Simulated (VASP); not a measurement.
Level of theory: PBEsol GGA, VASP's PBE PAW potentials (set 64) (plane waves; VASP). Each cell was relaxed at this level.

### Question
Which of these has an unstable (imaginary) mode at Γ?
A. TaN, P-6m2 (187)
B. TcN, P6_3/mmc (194)
C. BaSi2, P-3m1 (164)
D. MgO, P6_3mc (186)

### Answer
B, TcN, P6_3/mmc (194). Its optical Γ-point modes are 174i, 99 (×2), 279, 448 (×2), 509 (×2), 643 cm⁻¹.
